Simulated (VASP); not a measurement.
Consider the following.

```
CELL_PARAMETERS angstrom
      0.00000     2.67177     2.67177
      2.67177     0.00000     2.67177
      2.67177     2.67177     0.00000
ATOMIC_POSITIONS crystal
  Ga 0.00000 0.00000 0.00000
  Sb 0.50000 0.50000 0.50000
```

Level of theory: PBEsol GGA, VASP's PBE PAW potentials (set 64) (plane waves; VASP). Run with 500 eV cut-off, 12×12×12 Γ-centred mesh, first-order Methfessel-Paxton smearing of 0.10 eV, potentials Ga_d Sb.

Unless said otherwise, spin-orbit coupling is left out, though it shifts the bands of the heavy elements here.

Task: Estimate the energy per atom (σ→0), pressure, band gap (on the k-mesh) with the smallest direct gap where there is one.

Result: 
The band gap (on the k-mesh) is none (metal, semimetal or under 0.01 eV) and the energy per atom (σ→0) comes out as -3.718 eV/atom. The pressure is 19.98 GPa.

The structure was generated: GaSb was put into the rock salt type (Fm-3m), which need not be its known phase. It was relaxed first under an external pressure of 20 GPa.
